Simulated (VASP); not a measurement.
Method: PBEsol GGA, VASP's PBE PAW potentials (set 64) (plane waves; VASP 6.6.1).

The input files of a VASP run:

INCAR:
```
ALGO = Normal
EDIFF = 1E-8
ENCUT = 520
GGA = PS
IBRION = 8
ISMEAR = 0
LASPH = .True.
LCHARG = .False.
LEPSILON = .True.
LMAXMIX = 4
LREAL = .False.
LWAVE = .False.
NELM = 100
NSW = 1
PREC = Accurate
SIGMA = 0.01
SYSTEM = KZnF3
```

File KPOINTS:
```
kpoints
0
G
 6 6 6
0 0 0
```

**POSCAR**
```
KZnF3
1.0
  4.0579343639   0.0000000000   0.0000000000
  0.0000000000   4.0579343639   0.0000000000
  0.0000000000   0.0000000000   4.0579343639
K Zn F
1 1 3
Direct
  0.0000000000   0.0000000000   0.0000000000
  0.5000000000   0.5000000000   0.5000000000
  0.5000000000   0.0000000000   0.5000000000
  0.0000000000   0.5000000000   0.5000000000
  0.5000000000   0.5000000000   0.0000000000
```

POTCAR, in this order: K_sv Zn F (PBE.64 set). Program: vasp_std.

The run wrote:

OUTCAR:
```


 HEAD OF MICROSCOPIC STATIC DIELECTRIC TENSOR (INDEPENDENT PARTICLE, excluding Hartree and local field effects)
 ------------------------------------------------------
           2.486057     0.000000    -0.000000
           0.000000     2.486057     0.000000
          -0.000000    -0.000000     2.486057
 ------------------------------------------------------

 MACROSCOPIC STATIC DIELECTRIC TENSOR (including local field effects in DFT)
 ------------------------------------------------------
           2.404044     0.000000    -0.000000
           0.000000     2.404044     0.000000
           0.000000     0.000000     2.404044
 ------------------------------------------------------

 PIEZOELECTRIC TENSOR (including local field effects)  for field in x, y, z        (e  Angst)
          XX          YY          ZZ          XY          YZ          ZX
  --------------------------------------------------------------------------------
  x     0.00000     0.00000     0.00000     0.00000     0.00000     0.00000
  y     0.00000     0.00000     0.00000     0.00000     0.00000     0.00000
  z     0.00000     0.00000     0.00000     0.00000     0.00000     0.00000

 PIEZOELECTRIC TENSOR (including local field effects)  for field in x, y, z        (C/m^2)
          XX          YY          ZZ          XY          YZ          ZX
  --------------------------------------------------------------------------------
  x     0.00000     0.00000     0.00000     0.00000     0.00000     0.00000
  y     0.00000     0.00000     0.00000     0.00000     0.00000     0.00000
  z     0.00000     0.00000     0.00000     0.00000     0.00000     0.00000

 BORN EFFECTIVE CHARGES (including local field effects) (in |e|, cummulative output)
 ---------------------------------------------------------------------------------
 ion    1
    1     1.19592    -0.00000     0.00000
    2    -0.00000     1.19592    -0.00000
    3    -0.00000     0.00000     1.19592
 ion    2
    1     2.29962     0.00000     0.00000
    2    -0.00000     2.29962     0.00000
    3     0.00000    -0.00000     2.29962
 ion    3
    1    -0.89770    -0.00000    -0.00000
    2    -0.00000    -1.70013    -0.00000
    3    -0.00000     0.00000    -0.89770
 ion    4
    1    -1.70013     0.00000     0.00000
    2    -0.00000    -0.89770     0.00000
    3     0.00000    -0.00000    -0.89770
 ion    5
    1    -0.89770    -0.00000    -0.00000
    2    -0.00000    -0.89770    -0.00000
    3     0.00000     0.00000    -1.70013
```
(Selected blocks of OUTCAR.)

The compound is KZnF3 in the cubic perovskite structure. It was relaxed first.
